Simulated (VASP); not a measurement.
An input for Quantum ESPRESSO's pw.x (written as the equivalent of a VASP run, and not itself run):

```
&CONTROL
  calculation = 'scf'
  pseudo_dir = './pseudo'
  outdir = './out'
  tprnfor = .true.
  tstress = .true.
/
&SYSTEM
  ibrav = 0
  nat = 2
  ntyp = 2
  ecutwfc = 82
  occupations = 'smearing'
  smearing = 'methfessel-paxton'
  degauss = 0.00735
  input_dft = 'pbe'
/
&ELECTRONS
  conv_thr = 7.3e-09
  electron_maxstep = 100
/
ATOMIC_SPECIES
  Zr 91.224 Zr.upf
  C 12.011 C.upf
CELL_PARAMETERS angstrom
     0.0000000    2.4261447    2.4261447
     2.4261447    0.0000000    2.4261447
     2.4261447    2.4261447    0.0000000
ATOMIC_POSITIONS crystal
  Zr   0.0000000  0.0000000  0.0000000
  C    0.5000000  0.5000000  0.5000000
K_POINTS automatic
  12 12 12 0 0 0
```

Task: Translate this input to VASP (INCAR, KPOINTS, POSCAR, choice of POTCAR).

Result: One answer among several that fit: 
KPOINTS:
```
K-points
0
Gamma
  12 12 12
0 0 0
```

**INCAR**
```
ALGO = Normal
EDIFF = 1E-7
ENCUT = 600
GGA = PE
ISIF = 2
ISMEAR = 1
LASPH = T
LCHARG = F
LMAXMIX = 4
LREAL = F
LWAVE = F
NELM = 100
PREC = Accurate
SIGMA = 0.1
SYSTEM = ZrC
```

File POSCAR:
```
ZrC
1
    0.0000000000     2.4261446791     2.4261446791
    2.4261446791     0.0000000000     2.4261446791
    2.4261446791     2.4261446791     0.0000000000
Zr C
1 1
Direct
  0.0000000000   0.0000000000   0.0000000000
  0.5000000000   0.5000000000   0.5000000000
```

POTCAR, in this order: Zr_sv C (PBE.64 set). Program: vasp_std.

What does not carry over: the potentials are each code's own (VASP's PAW set, PseudoDojo norm-conserving files in pw.x), so ENCUT and ecutwfc are chosen apart and not converted; conv_thr bounds pw.x's estimated SCF error, while EDIFF bounds the energy change between steps.

The compound is ZrC in the rock salt structure. This cell was strained or had an atom moved on purpose.
